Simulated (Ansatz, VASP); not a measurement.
Two plane-wave programs on Be3Cl5

```
Be Cl
1.0
     5.34926    0.00000    0.00000
     0.00000    5.34926    0.00000
     0.00000    0.00000    5.34926
Be Cl
3 5
Direct
  0.00000 0.50000 0.50000
  0.50000 0.00000 0.50000
  0.50000 0.50000 0.00000
  0.50000 0.00000 0.00000
  0.00000 0.50000 0.00000
  0.00000 0.00000 0.50000
  0.00000 0.00000 0.00000
  0.50000 0.50000 0.50000
```

Alike in both runs: functional PBE; k mesh 8 × 8 × 8; occupations gaussian, width 0.1 eV; no spin polarisation.

Ansatz relaxed the structure, and its values are those at the end. VASP's run is a single point on that final structure, the one shown.

|  | VASP | Ansatz |
| --- | --- | --- |
| version | VASP 6.6.1 | Ansatz 0.2.0 |
| potentials or method | VASP PAW PBE potentials, release 64 (Be, Cl) | scalar-relativistic, plane waves, PAW |
| plane-wave cutoff (eV) | 520 | 420 |
| valence electrons in the cell | 41 | 41 |

Ansatz gave:

- gap on the k mesh at the Fermi level (eV): none
- pressure (GPa): 0.0

Question: Estimate VASP's values.

Answer: gap on the k mesh at the Fermi level (eV): none; pressure (GPa): -0.1.

A gap of «none» marks a metal or a gap that the smearing closes.

Caveats: an odd number of electrons without spin polarisation forces a metal; a magnetic or distorted state may lie lower.
